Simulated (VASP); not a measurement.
## BaTiO3: optical spectrum

What does the band structure of BaTiO3 give for its optical response? The cell has space group P4mm. The start is a cell from a database of measured crystal structures.

Method: PBE, no spin polarisation; plane waves and PAW (Ba_sv_GW, Ti_sv, O), in VASP 6.6.1.

Most raw output is cut from this account.

The database entry behind the starting cell differs from later determinations by our own check (c/a about 0.6 % short), so it need not match the best structure at ambient conditions.

### 1. The structure

The structure is tetragonal, space group P4mm (No. 99). Conventional cell: a = 4.000 Å, b = 4.000 Å, c = 4.018 Å, α = 90.00°, β = 90.00°, γ = 90.00°. Nearest to Ba lie 12 O at 2.79 to 2.88 Å. Nearest to Ti lie 6 O at 1.89 to 2.13 Å. O has 2 Ti at 2.00 Å and 4 Ba at 2.79 to 2.88 Å nearest. Nearest to O lie 2 Ti at 1.89 to 2.13 Å and 4 Ba at 2.83 Å. Farther neighbours and most contacts between anions are not listed.

Structure file:

```xyz
5
Lattice="3.9998 0.0000 0.0000 0.0000 3.9998 0.0000 0.0000 0.0000 4.0180" Properties=species:S:1:pos:R:3 pbc="T T T"
Ba    0.0000    0.0000    0.0000
Ti    1.9999    1.9999    1.9688
O     0.0000    1.9999    2.0773
O     1.9999    0.0000    2.0773
O     1.9999    1.9999    0.0763
```

### 2. Ground state

The ground state comes first.

INCAR

```
SYSTEM = BaTiO3
PREC = Accurate
ENCUT = 520
EDIFF = 1E-07
NELM = 100
ISMEAR = 0
SIGMA = 0.05
LREAL = .FALSE.
ALGO = Normal
GGA = PE
NBANDS = 26
LASPH = .TRUE.
LORBIT = 11
LWAVE = .FALSE.
LCHARG = .FALSE.
KPAR = 4
```

POSCAR

```
BaTiO3
1.0
    3.9998000000      0.0000000000      0.0000000000
    0.0000000000      3.9998000000      0.0000000000
    0.0000000000      0.0000000000      4.0180000000
Ba Ti O
1 1 3
Direct
    0.0000000000      0.0000000000      0.0000000000
    0.5000000000      0.5000000000      0.4900000000
    0.0000000000      0.5000000000      0.5170000000
    0.5000000000      0.0000000000      0.5170000000
    0.5000000000      0.5000000000      0.0190000000
```

KPOINTS

```
Automatic mesh
0
Gamma
6 6 6
0 0 0
```

Potentials, in the order of the species: Ba_sv_GW, Ti_sv and O (PBE family, release 64).

Run with:

```sh
$ mpirun -np 4 vasp_std
```

It took 18 s on 4 MPI ranks of AMD EPYC 9R45, shared host; peak memory 0.84 GiB.

The gap is read on the k-mesh alone, so it is an upper bound where the band edges lie off the mesh.

Numbers from this step:

* free energy (TOTEN): -41.51 eV
* Fermi energy: 5.693 eV
* pressure: 2.709 GPa
* gap on the k-mesh: 1.815 eV
* least direct gap on the k-mesh: 2.070 eV

The cell has a gap of 1.81 eV on this mesh and a pressure of +2.7 GPa, which holds the misfit of the given cell and coordinates with this functional, and any error of cutoff, mesh and data sets. Spin-orbit coupling is left out, which can shift or reorder these edges. Forces of up to 0.26 eV/Å remain in these settings.

### 3. Spectrum

LOPTICS sums the direct transitions; the mesh is finer and NBANDS larger than for the ground state.

INCAR: that of step 2 with these lines changed.

```diff
@@ -10,5 +10,4 @@
 GGA = PE
-NBANDS = 26
+NBANDS = 48
 LASPH = .TRUE.
-LORBIT = 11
 LWAVE = .FALSE.
@@ -16 +15,4 @@
 KPAR = 4
+LOPTICS = .TRUE.
+NEDOS = 2000
+CSHIFT = 0.15
```

POSCAR is that of step 2.

KPOINTS

```
Automatic mesh
0
Gamma
8 8 8
0 0 0
```

Run with:

```sh
$ mpirun -np 4 vasp_std
```

It took 50 s on 4 MPI ranks; peak memory 2.3 GiB.

These are independent-particle spectra without excitons or local fields, and fine structure depends on the mesh and on CSHIFT.

Numbers from this step:

```yaml
fermi_energy: 5.623 eV
pressure: 2.707 GPa
least_direct_gap_on_the_k_mesh: 2.071 eV
```

The imaginary dielectric function has structure finer than the step of the table below, so its rows give means over 1 eV, whole bins alone (the curve runs from 0 to 25.0 eV). Peaks (eV: height): xx 4.0: 8.42, 7.2: 4.60, 9.0: 4.87, 18.9: 4.33; zz 4.0: 8.58, 7.2: 4.91, 9.0: 5.25, 18.9: 4.28.

Absorption under the direct gap is the tail of the CSHIFT broadening, and fine structure depends on the mesh. The imaginary dielectric function by photon energy; means over each step:

| photon energy (eV) | xx | zz |
| --- | --- | --- |
| 1 | 0.101 | 0.0769 |
| 2 | 0.790 | 0.396 |
| 3 | 4.10 | 2.94 |
| 4 | 7.15 | 7.34 |
| 5 | 4.07 | 4.58 |
| 6 | 3.09 | 3.44 |
| 7 | 4.14 | 4.31 |
| 8 | 3.93 | 4.17 |
| 9 | 4.56 | 4.76 |
| 10 | 4.21 | 4.17 |
| 11 | 3.32 | 3.27 |
| 12 | 2.40 | 2.39 |
| 13 | 1.26 | 1.26 |
| 14 | 0.892 | 0.874 |
| 15 | 0.781 | 0.753 |
| 16 | 1.36 | 1.31 |
| 17 | 2.10 | 2.03 |
| 18 | 3.67 | 3.68 |
| 19 | 3.94 | 3.90 |
| 20 | 2.39 | 2.36 |
| 21 | 1.84 | 1.85 |
| 22 | 1.30 | 1.34 |
| 23 | 1.00 | 0.996 |
| 24 | 0.546 | 0.551 |

The real dielectric function by photon energy:

| photon energy (eV) | xx | zz |
| --- | --- | --- |
| 0 | 6.59 | 6.37 |
| 1 | 6.87 | 6.59 |
| 2 | 8.24 | 7.57 |
| 3 | 8.64 | 9.09 |
| 4 | 5.82 | 6.62 |
| 5 | 2.21 | 2.33 |
| 6 | 3.23 | 3.43 |
| 7 | 3.28 | 3.47 |
| 8 | 2.68 | 2.56 |
| 9 | 1.83 | 1.86 |
| 10 | 0.709 | 0.394 |
| 11 | 0.0155 | 0.0368 |
| 12 | -0.720 | -0.712 |
| 13 | 0.0106 | -0.0575 |
| 14 | 0.597 | 0.521 |
| 15 | 1.53 | 1.49 |
| 16 | 1.87 | 1.87 |
| 17 | 2.52 | 2.53 |
| 18 | 1.79 | 1.75 |
| 19 | -0.223 | -0.263 |
| 20 | -1.21 | -1.18 |
| 21 | -0.769 | -0.755 |
| 22 | -0.915 | -0.883 |
| 23 | -0.804 | -0.843 |
| 24 | -0.626 | -0.624 |

### 4. Static response with local fields

Perturbation theory (LEPSILON) gives the dielectric tensor with local fields, and the Born charges.

INCAR

```
SYSTEM = BaTiO3
PREC = Accurate
ENCUT = 520
EDIFF = 1E-08
NELM = 100
ISMEAR = 0
SIGMA = 0.01
LREAL = .FALSE.
ALGO = Normal
GGA = PE
NBANDS = 26
LASPH = .TRUE.
LWAVE = .FALSE.
LCHARG = .FALSE.
KPAR = 4
LEPSILON = .TRUE.
```

POSCAR is that of step 3.

KPOINTS is that of step 3.

Run with:

```sh
$ mpirun -np 4 vasp_std
```

The job ended after 12 min (4 MPI ranks; peak memory 3.3 GiB).

Energies printed during the response cycles are not total energies of the cell. The dielectric response converges more slowly with the mesh than energies do, so tensor and charges may still move on a finer one.

This step gave:

* Fermi energy: 5.476 eV
* pressure: 2.706 GPa

Electronic dielectric tensor with local fields:

```
6.56 0.00 0.00
0.00 6.56 0.00
0.00 0.00 6.14
```

Born effective charge (e), principal values of the symmetric part by kind of site:

| atom | atoms with these values | low | middle | high | mean |
| --- | --- | --- | --- | --- | --- |
| Ba1 | 1 | 2.76 | 2.76 | 2.81 | 2.77 |
| Ti2 | 1 | 6.51 | 7.21 | 7.21 | 6.97 |
| O3 | 2 | -5.74 | -2.15 | -2.04 | -3.31 |
| O5 | 1 | -5.23 | -2.07 | -2.07 | -3.12 |

In full for O5:

```
-2.07  0.00  0.00
 0.00 -2.07  0.00
 0.00  0.00 -5.23
```

Piezoelectric tensor with clamped ions (C/m²), by row:

| field | xx | yy | zz | xy | yz | zx |
| --- | --- | --- | --- | --- | --- | --- |
| x | 0 | 0 | 0 | 0 | 0 | -0.05335 |
| y | 0 | 0 | 0 | 0 | -0.05335 | 0 |
| z | -0.1328 | -0.1328 | -0.07046 | 0 | 0 | 0 |

The mean electronic (clamped-ion) dielectric constant is 6.42.

### 5. Outcome

* PBE, independent particles: eps xx at zero frequency 6.59, centre of weight of eps2 xx, over the range kept, at 10.85 eV, mesh 8×8×8
* PBE, with local fields: eps 6.56, 6.56, 6.14

In words: Local fields, and the bands above those summed, take the mean static value from 6.51 to 6.42. Excitons and quasiparticle shifts are absent, so the onset can't be set against measurement and its shape can differ. Spin-orbit coupling is left out; with Ba in the cell it can split or shift band edges, by an amount that depends on which atoms form them and isn't tested here. The atoms weren't relaxed and carry forces of up to 0.26 eV/Å at PBE in the first static run, so the numbers belong to the given coordinates, and a relaxation would change them.

[Lines on the potential files, build, host, timing and source positions are cut from VASP's logs without a mark.]

[Logs are printed without paths, hosts, clocks, repeated set-up lines and the standing remarks that a program may print on its own settings, such as how far it seeks lower states.]

[Hosts, paths, dates, database ids (printed as entryN), source tags and the programs' standing remarks are cut or masked in the printed files.]
